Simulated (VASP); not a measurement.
VASP ran on this input.

File KPOINTS:
```
Automatic mesh
0
Gamma
1 1 1
0 0 0
```

### INCAR
```
! general
SYSTEM  = MgSe
PREC    = Accurate
ENCUT   = 180   ! plane-wave cut-off (eV)
LREAL   = F   ! projection in real space or not
LASPH   = T   ! aspherical one-centre terms

! electronic loop
EDIFF   = 1E-6   ! SCF stop (eV)
NELM    = 100
ALGO    = Normal
LMAXMIX = 4

! smearing
ISMEAR  = 1   ! Methfessel-Paxton
SIGMA   = 0.136   ! width (eV)

! ions
ISIF    = 2

! output
LWAVE   = F
LCHARG  = F
```

POSCAR:
```
MgSe
3.8869480
  0.0000000000   0.7071067069   0.7071067069
  0.7071067069   0.0000000000   0.7071067069
  0.7071067069   0.7071067069   0.0000000000
Mg Se
1 1
Direct
  0.0000000000   0.0000000000   0.0000000000
  0.5000000000   0.5000000000   0.5000000000
```

POTCAR, in this order: Mg Se (LDA.64 set). Program: vasp_std.

Task: Write an equivalent input for Quantum ESPRESSO's pw.x.

Result: One equivalent input (not run):
```
&CONTROL
  calculation = 'scf'
  pseudo_dir = './pseudo'
  outdir = './out'
  tprnfor = .true.
  tstress = .true.
/
&SYSTEM
  ibrav = 0
  nat = 2
  ntyp = 2
  ecutwfc = 86
  occupations = 'smearing'
  smearing = 'methfessel-paxton'
  degauss = 0.009996
  input_dft = 'pz'
/
&ELECTRONS
  conv_thr = 7.3e-08
  electron_maxstep = 100
/
ATOMIC_SPECIES
  Mg 24.305 Mg.upf
  Se 78.971 Se.upf
CELL_PARAMETERS angstrom
     0.0000000    2.7484870    2.7484870
     2.7484870    0.0000000    2.7484870
     2.7484870    2.7484870    0.0000000
ATOMIC_POSITIONS crystal
  Mg   0.0000000  0.0000000  0.0000000
  Se   0.5000000  0.5000000  0.5000000
K_POINTS automatic
  1 1 1 0 0 0
```
Limits of the translation: the potentials are each code's own (VASP's PAW set, PseudoDojo norm-conserving files in pw.x), so ENCUT and ecutwfc are chosen apart and not converted; conv_thr bounds pw.x's estimated SCF error, while EDIFF bounds the energy change between steps.

The structure comes from a computed database's MgSe entry; how it stands against other phases isn't given here. The cell was not relaxed at this level. The k-mesh is coarse (spacing up to 1.98 per Å, 2π included), so the numbers may not be converged in it. The run is one of a series of settings (ENCUT = 180, GGA removed, ISMEAR = 1, SIGMA = 0.136, KPOINTS 1×1×1 Γ-centred mesh, POTCAR Mg Se (LDA.64 set) against the base run), some of them coarse on purpose.
